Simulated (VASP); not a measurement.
A convergence study with VASP on YN (rock salt): one setting is varied, all else stays as given below, so the limit is that of these other settings. Each run relaxes cell and ions from the cell shown. The basis is that of the starting cell, so low cut-offs carry a Pulay error.

```yaml
crystal:
  lattice:
    - [0.00000, 2.44000, 2.44000]
    - [2.44000, 0.00000, 2.44000]
    - [2.44000, 2.44000, 0.00000]
  atoms:
    - { symbol: Y, position: [0.00000, 0.00000, 0.00000] }
    - { symbol: N, position: [0.50000, 0.50000, 0.50000] }
```

Computed with PBE GGA, VASP's PBE PAW potentials (set 64) (plane waves; VASP 6.6.1). The tightest run used: 800 eV cut-off, 8×8×8 Γ-centred mesh, Gaussian smearing of 0.050 eV, potentials Y_sv N.

Task: The settings run are ENCUT = 250; ENCUT = 300; ENCUT = 350; ENCUT = 400; ENCUT = 450; ENCUT = 500; ENCUT = 550; ENCUT = 600; ENCUT = 650; ENCUT = 700; ENCUT = 750; ENCUT = 800. From which on does the relaxed volume stay within 0.1 Å³/atom of the tightest run?

Result: From ENCUT = 450 on: it is off by 0.057 there and by no more than 0.1 in any finer run, while ENCUT = 400 is off by 0.210.
```tsv
setting	relaxed volume (Å³/atom)	E (eV/atom)	plane waves	difference judged (Å³/atom)
ENCUT = 250	13.037	-9.2928	273	1.710
ENCUT = 300	13.726	-9.1386	360	1.020
ENCUT = 350	14.236	-9.1135	445	0.510
ENCUT = 400	14.536	-9.1141	544	0.210
ENCUT = 450	14.689	-9.1141	638	0.057
ENCUT = 500	14.744	-9.1136	754	0.002
ENCUT = 550	14.748	-9.1136	877	0.002
ENCUT = 600	14.741	-9.1142	982	0.005
ENCUT = 650	14.735	-9.1151	1108	0.011
ENCUT = 700	14.737	-9.1158	1243	0.009
ENCUT = 750	14.742	-9.1163	1366	0.005
ENCUT = 800	14.746	-9.1167	1524	0.000
```

Left out are rungs that failed or repeat a setting and relaxations that didn't move; long series are thinned to 24 rows.

The compound is YN in the rock salt structure.
